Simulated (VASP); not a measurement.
Data:

```
Se
1.0
    2.18500    -3.78453     0.00000
    2.18500     3.78453     0.00000
    0.00000     0.00000     4.95000
Se
3
Direct
  0.00000   0.22500   0.66667
  0.77500   0.77500   0.00000
  0.22500   0.00000   0.33333
```

Calculation: PBE GGA, VASP's PBE PAW potentials (set 64) (plane waves; VASP). Numerical set-up: 300 eV cut-off, 6×6×5 Γ-centred mesh, Fermi-Dirac smearing of 0.010 eV, potentials Se.

Energy and stress use the plane-wave basis of the starting cell.

### Question
The ions, cell shape and volume are relaxed. Give the cell that the relaxation ends in.

### Answer

```
Se
1.0
    2.25208    -3.90072     0.00000
    2.25208     3.90072     0.00000
    0.00000     0.00000     5.05197
Se
3
Direct
  0.00000   0.21990   0.66667
  0.78010   0.78010   0.00000
  0.21990   0.00000   0.33333
```
Space group P3_121 (152), at a tolerance of 0.03 Å.

### Question
How do energy and volume change from the first to the last step?

### Answer
The energy (σ→0) changes by -14.1 meV/atom and the volume by +8.4 %, in 13 ionic steps.

The structure is a typed Se crystal. This run relaxes it. Symmetry was kept, so distortions that lower it aren't found. The run is one of a series of settings (EDIFFG = -0.01, IBRION = 2, ISIF = 3, NSW = 50 against the base run), some of them coarse on purpose.
